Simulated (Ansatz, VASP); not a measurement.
**RbMg6Sn in VASP and in Ansatz**

```xyz
8
Lattice="5.2244 0.0000 0.0000 0.0000 3.5267 6.0982 0.0000 -3.5267 6.0982" Properties=species:S:1:pos:R:3 pbc="T T T"
Sn   -0.0819    0.0069   10.4478
Rb    2.6094    0.0107    8.2092
Mg    2.5345   -0.0570    1.8499
Mg    2.5174    1.7344    5.0677
Mg    2.5798   -1.8148    5.1355
Mg    0.0407   -0.0937    4.0288
Mg    0.0441    2.0308    6.9565
Mg    0.0219   -1.9457    6.9143
```

Change from the starting cell: atoms moved at random, drawn with an rms of 0.1 Å.

Alike in both runs: task electrostatic potential; functional revPBE; k mesh 5 × 5 × 5; occupations methfessel-paxton of order 1, width 0.1 eV; no spin polarisation.

|  | VASP | Ansatz |
| --- | --- | --- |
| version | VASP 6.6.1 | Ansatz 0.2.0 |
| potentials or method | VASP PAW PBE potentials, release 64 (Sn_d, Rb_sv, Mg) | Ansatz PAW |
| plane-wave cutoff (eV) | 520 | 420 |
| valence electrons in the cell | 35 | 83 |

VASP gave:

* gap on the k mesh at the Fermi level (eV): none
* pressure (GPa): 0.9
* largest component of the traceless stress (GPa): 0.59
* rms of the force components (eV/Å): 0.119

**Question.** What did Ansatz give for the same quantities?

**Answer.** gap on the k mesh at the Fermi level (eV): none; pressure (GPa): 0.9; largest component of the traceless stress (GPa): 0.59; rms of the force components (eV/Å): 0.121.

Atom by atom the forces differ by 0.004 eV/Å (rms over components). A gap of «none» marks a metal or a gap that the smearing closes. The two sets of potentials don't hold the same shells in valence.

Caveats: the PAW data sets were made with another functional, which shifts forces and pressure a little (VASP); the PAW data sets come from PBE, with cores solved anew for the run's functional, which leaves a small shift of forces and pressure (Ansatz).
